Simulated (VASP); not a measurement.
OSZICAR of a VASP run on CaO (rock salt):

OSZICAR:
```
       N       E                     dE             d eps       ncg     rms          rms(c)
DAV:   1     0.139849584233E+03    0.13985E+03   -0.96906E+03  1128   0.157E+03
DAV:   2    -0.815607589598E+01   -0.14801E+03   -0.13949E+03  1276   0.357E+02
DAV:   3    -0.156757809317E+02   -0.75197E+01   -0.74610E+01  1416   0.832E+01
DAV:   4    -0.159336223265E+02   -0.25784E+00   -0.25747E+00  1596   0.140E+01
DAV:   5    -0.159381641549E+02   -0.45418E-02   -0.45415E-02  1440   0.184E+00    0.845E+00
DAV:   6    -0.143380609243E+02    0.16001E+01   -0.83567E+00  1308   0.273E+01    0.366E+00
DAV:   7    -0.142561089999E+02    0.81952E-01   -0.69896E-01  1532   0.855E+00    0.171E+00
DAV:   8    -0.142267486204E+02    0.29360E-01   -0.77723E-02  1336   0.315E+00    0.360E-01
DAV:   9    -0.142245226183E+02    0.22260E-02   -0.15316E-02  1376   0.106E+00    0.111E-01
DAV:  10    -0.142246146387E+02   -0.92020E-04   -0.12804E-03  1316   0.370E-01    0.230E-02
DAV:  11    -0.142246327458E+02   -0.18107E-04   -0.18188E-04  1688   0.111E-01    0.282E-02
DAV:  12    -0.142246189562E+02    0.13790E-04   -0.46379E-05  1392   0.736E-02    0.294E-03
DAV:  13    -0.142246191947E+02   -0.23850E-06   -0.34282E-06  1360   0.180E-02
   1 F= -.13404454E+02 E0= -.13404454E+02  d E =-.134045E+02
       N       E                     dE             d eps       ncg     rms          rms(c)
DAV:   1    -0.146268106599E+02   -0.40219E+00   -0.11238E+01  1220   0.412E+01    0.453E+00
DAV:   2    -0.142512337805E+02    0.37558E+00   -0.12835E+00  1200   0.115E+01    0.170E+00
DAV:   3    -0.141853471615E+02    0.65887E-01   -0.17951E-01  1900   0.586E+00    0.624E-01
DAV:   4    -0.141799096544E+02    0.54375E-02   -0.51764E-02  1752   0.214E+00    0.201E-01
DAV:   5    -0.141806119198E+02   -0.70227E-03   -0.59954E-04  1412   0.299E-01    0.173E-01
DAV:   6    -0.141835432514E+02   -0.29313E-02   -0.49858E-03  1788   0.393E-01    0.690E-02
DAV:   7    -0.141836098086E+02   -0.66557E-04   -0.86121E-05  1764   0.112E-01    0.198E-02
DAV:   8    -0.141836027191E+02    0.70895E-05   -0.58095E-06  1616   0.243E-02    0.279E-03
DAV:   9    -0.141836024697E+02    0.24939E-06   -0.84051E-07   984   0.419E-03
   2 F= -.13412823E+02 E0= -.13412823E+02  d E =-.836843E-02
       N       E                     dE             d eps       ncg     rms          rms(c)
DAV:   1    -0.142804732698E+02   -0.96871E-01   -0.18305E+00  1216   0.170E+01    0.178E+00
DAV:   2    -0.142224771314E+02    0.57996E-01   -0.21995E-01  1248   0.469E+00    0.701E-01
DAV:   3    -0.142112472877E+02    0.11230E-01   -0.28718E-02  1876   0.229E+00    0.265E-01
DAV:   4    -0.142101524652E+02    0.10948E-02   -0.10182E-02  1744   0.944E-01    0.932E-02
DAV:   5    -0.142102086493E+02   -0.56184E-04   -0.94025E-05  1400   0.116E-01    0.873E-02
DAV:   6    -0.142107212325E+02   -0.51258E-03   -0.58892E-04  1816   0.158E-01    0.357E-02
DAV:   7    -0.142107626641E+02   -0.41432E-04   -0.66706E-05  1844   0.794E-02    0.630E-03
DAV:   8    -0.142107613826E+02    0.12816E-05   -0.21856E-06  1332   0.127E-02    0.125E-03
DAV:   9    -0.142107614375E+02   -0.54904E-07   -0.57349E-07   756   0.366E-03
   3 F= -.13420394E+02 E0= -.13420394E+02  d E =-.159394E-01
```

### Question
Which electronic solver shows in the log?

### Answer
It is blocked Davidson (ALGO = Normal, or the opening steps of other solvers). The INCAR had ALGO = Normal.

### Question
Can the final energy be trusted as converged?

### Answer
Self-consistency was reached. It stopped with EDIFF = 1E-6, NELM = 100, NSW = 40 and EDIFFG = -0.02 after 3 ionic steps (LDA (Ceperley-Alder, Perdew-Zunger), plane waves, VASP's LDA PAW potentials (set 64)). Energy and stress use the plane-wave basis of the starting cell.

The compound is CaO in the rock salt structure. This run relaxes it under an external pressure of 5 GPa. Symmetry was kept, so distortions that lower it aren't found.
